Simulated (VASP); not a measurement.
Here is the system:

```yaml
crystal:
  lattice:
    - [5.95077, 0.00000, 0.00000]
    - [0.00000, 5.95077, 0.00000]
    - [0.00000, 0.00000, 5.95077]
  atoms:
    - { symbol: Hg, position: [0.99408, 0.99408, 0.99408] }
    - { symbol: Hg, position: [0.50592, 0.50592, 0.99408] }
    - { symbol: Hg, position: [0.50592, 0.99408, 0.50592] }
    - { symbol: Hg, position: [0.99408, 0.50592, 0.50592] }
    - { symbol: Se, position: [0.25000, 0.25000, 0.25000] }
    - { symbol: S, position: [0.75000, 0.75000, 0.25000] }
    - { symbol: S, position: [0.75000, 0.25000, 0.75000] }
    - { symbol: S, position: [0.25000, 0.75000, 0.75000] }
```

The numbers are results of PBEsol GGA, VASP's PBE PAW potentials (set 64) (plane waves; VASP), not measurements. Settings: 400 eV cut-off, Gaussian smearing of 0.050 eV, potentials Hg Se S.

Problem. Give the energies of bands 27 to 40 at the high-symmetry points, in eV from the Fermi level.

Solution. 
```json
[
 {"band": "27", "Γ": "-4.88", "X": "-3.01", "M": "-4.19", "R": "-5.39"},
 {"band": "28", "Γ": "-2.37", "X": "-2.92", "M": "-4.19", "R": "-5.39"},
 {"band": "29", "Γ": "-2.37", "X": "-2.79", "M": "-2.47", "R": "-1.09"},
 {"band": "30", "Γ": "-2.37", "X": "-2.64", "M": "-2.33", "R": "-1.09"},
 {"band": "31", "Γ": "-2.18", "X": "-2.34", "M": "-2.33", "R": "-1.04"},
 {"band": "32", "Γ": "-2.18", "X": "-2.34", "M": "-2.23", "R": "-1.04"},
 {"band": "33", "Γ": "-2.18", "X": "-1.33", "M": "-1.10", "R": "-1.04"},
 {"band": "34", "Γ": "-0.71", "X": "-1.33", "M": "-1.01", "R": "-0.78"},
 {"band": "35", "Γ": "0.00", "X": "-1.10", "M": "-0.84", "R": "-0.78"},
 {"band": "36", "Γ": "0.00", "X": "-1.10", "M": "-0.84", "R": "-0.78"},
 {"band": "37", "Γ": "0.00", "X": "2.26", "M": "2.60", "R": "1.33"},
 {"band": "38", "Γ": "3.01", "X": "2.32", "M": "2.60", "R": "1.33"},
 {"band": "39", "Γ": "3.01", "X": "3.67", "M": "2.66", "R": "1.33"},
 {"band": "40", "Γ": "3.01", "X": "3.67", "M": "2.67", "R": "1.50"}
]
```

It has no gap at this level: it comes out as a metal or semimetal.

The structure was generated: Hg4S3Se was put into an ordered model structure (P-43m), which need not be its known phase. It was relaxed first.
